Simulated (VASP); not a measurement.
Level of theory: PBEsol GGA, VASP's PBE PAW potentials (set 64) (plane waves; VASP 6.6.1).

The input files of a VASP run:

INCAR:
```
! general
SYSTEM =CdS
PREC   =Accurate
ENCUT  =530
LREAL  =.FALSE.
LASPH  =.TRUE.

! electronic loop
EDIFF  =1E-7
NELM   =100
ALGO   =Normal
LMAXMIX=4

! smearing
ISMEAR =0
SIGMA  =0.05

! functional
GGA    =PS

! ions
IBRION =6
NSW    =1
ISIF   =3
POTIM  =0.015
NFREE  =2

! output
LWAVE  =.FALSE.
LCHARG =.FALSE.
```

KPOINTS:
```
Automatic mesh
0
Gamma
7 7 7
0 0 0
```

### POSCAR
```
CdS
1
   -0.0000000000     2.9132300778     2.9132300778
    2.9132300778    -0.0000000000     2.9132300778
    2.9132300778     2.9132300778     0.0000000000
Cd S
1 1
Direct
  0.0000000000   0.0000000000   0.0000000000
  0.2500000000   0.2500000000   0.2500000000
```

POTCAR, in this order: Cd S (PBE.64 set). Program: vasp_std.

Output of the run:

File OUTCAR:
```


 TOTAL ELASTIC MODULI (kBar)
 Direction    XX          YY          ZZ          XY          YZ          ZX
 --------------------------------------------------------------------------------
 XX         749.7212    561.1158    561.1158      0.0000     -0.0000     -0.0000
 YY         561.1158    749.7212    561.1158      0.0000     -0.0000     -0.0000
 ZZ         561.1158    561.1158    749.7212     -0.0000     -0.0000     -0.0000
 XY           0.0000      0.0000     -0.0000    260.9000      0.0000      0.0000
 YZ          -0.0000     -0.0000     -0.0000      0.0000    260.9000      0.0000
 ZX          -0.0000     -0.0000     -0.0000      0.0000      0.0000    260.9000
 --------------------------------------------------------------------------------
```
(Selected blocks of OUTCAR.)

The compound is CdS in the zinc blende structure, a metastable form; wurtzite is the usual one. It was relaxed first.
